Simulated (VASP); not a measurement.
Crystal: Ba2Tl5V3O12.

```
Ba V Tl O
1.0
     9.93665    0.00000    0.00000
     0.00000    9.93665    0.00000
     0.00000    0.00000    6.65552
Ba V Tl O
2 3 5 12
Direct
  0.00000 0.50000 0.00000
  0.50000 0.00000 0.00000
  0.50000 0.50000 0.00000
  0.50000 0.00000 0.50000
  0.00000 0.50000 0.50000
  0.00000 0.00000 0.50000
  0.67321 0.32679 0.46014
  0.32679 0.67321 0.46014
  0.67321 0.67321 0.53986
  0.32679 0.32679 0.53986
  0.39848 0.60152 0.14652
  0.60152 0.39848 0.14652
  0.60152 0.60152 0.85348
  0.39848 0.39848 0.85348
  0.59959 0.09072 0.33579
  0.40041 0.09072 0.66421
  0.59959 0.90928 0.66421
  0.40041 0.90928 0.33579
  0.09072 0.59959 0.33579
  0.09072 0.40041 0.66421
  0.90928 0.59959 0.66421
  0.90928 0.40041 0.33579
```

The cell was built by a generator and needn't be a form met in nature.

```yaml
Program: VASP 6.6.1
Task: relaxation of cell and atoms
Functional: LDA
Potentials_or_basis: VASP PAW LDA potentials, release 64 (Ba_sv, V_sv, Tl_d, O)
Cutoff: 600 eV
k_mesh: 3 × 3 × 4
Occupations: fermi-dirac, width 0.05 eV
Spin: collinear spin, ferromagnetic start
Starting_moments: "[0.0, 0.0, 2.0, 2.0, 2.0, 0.0, 0.0, 0.0, 0.0, 0.0, 0.0, 0.0, 0.0, 0.0, 0.0, 0.0, 0.0, 0.0, 0.0, 0.0, 0.0, 0.0] μB"
```

At the start: pressure -2.9 GPa; volume 29.87 Å³/atom.

**Question.** How do energy, volume and symmetry change on relaxing?

**Answer.** Over 23 steps the energy falls by 34.4 meV/atom and the volume is 25.70 Å³/atom (-14.0 %); space group P-42m (No. 111, to 0.05 Å); moment 0.00 μB per cell.

The path:
```
step  energy change (eV)  largest force (eV/Å)  pressure (GPa)  volume (Å³)
   1              0.0000                0.4780           -2.92       657.15
   2              0.0586                2.1679            2.95       606.69
   3             -0.2739                0.7490           -0.38       632.28
   4             -0.4679                0.2432           -0.18       613.81
   5             -0.4856                0.4139           -0.05       606.45
   6             -0.5821                0.3515           -0.24       597.59
   7             -0.5983                0.5989           -0.32       592.30
   8             -0.6636                0.3099           -0.05       584.05
   9             -0.6740                0.2606            0.13       579.08
  10             -0.7028                0.2187           -0.21       577.09
  11             -0.7160                0.4596           -0.68       574.37
  12             -0.7328                0.3464           -0.51       571.47
  13             -0.7515                0.0928            0.00       562.84
  14             -0.7518                0.0929           -0.06       563.79
  15             -0.7531                0.0729           -0.03       563.78
  16             -0.7552                0.0440            0.08       563.74
  17             -0.7553                0.0468            0.11       563.73
  18             -0.7560                0.0417            0.01       564.48
  19             -0.7561                0.0464           -0.02       564.67
  20             -0.7566                0.0228           -0.01       564.91
  21             -0.7568                0.0216            0.01       565.13
  22             -0.7568                0.0235            0.01       565.15
  23             -0.7569                0.0082           -0.03       565.31
```

Final structure:
```yaml
crystal:
  lattice:
    - [9.25313, 0.00000, 0.00000]
    - [0.00000, 9.25313, 0.00000]
    - [0.00000, 0.00000, 6.60250]
  atoms:
    - { symbol: Ba, position: [0.00000, 0.50000, 0.00000] }
    - { symbol: Ba, position: [0.50000, 0.00000, 0.00000] }
    - { symbol: V, position: [0.50000, 0.50000, 0.00000] }
    - { symbol: V, position: [0.50000, 0.00000, 0.50000] }
    - { symbol: V, position: [0.00000, 0.50000, 0.50000] }
    - { symbol: Tl, position: [0.00000, 0.00000, 0.50000] }
    - { symbol: Tl, position: [0.66871, 0.33129, 0.46859] }
    - { symbol: Tl, position: [0.33129, 0.66871, 0.46859] }
    - { symbol: Tl, position: [0.66871, 0.66871, 0.53141] }
    - { symbol: Tl, position: [0.33129, 0.33129, 0.53141] }
    - { symbol: O, position: [0.39182, 0.60818, 0.14582] }
    - { symbol: O, position: [0.60818, 0.39182, 0.14582] }
    - { symbol: O, position: [0.60818, 0.60818, 0.85418] }
    - { symbol: O, position: [0.39182, 0.39182, 0.85418] }
    - { symbol: O, position: [0.60733, 0.09458, 0.33614] }
    - { symbol: O, position: [0.39267, 0.09458, 0.66386] }
    - { symbol: O, position: [0.60733, 0.90542, 0.66386] }
    - { symbol: O, position: [0.39267, 0.90542, 0.33614] }
    - { symbol: O, position: [0.09458, 0.60733, 0.33614] }
    - { symbol: O, position: [0.09458, 0.39267, 0.66386] }
    - { symbol: O, position: [0.90542, 0.60733, 0.66386] }
    - { symbol: O, position: [0.90542, 0.39267, 0.33614] }
```
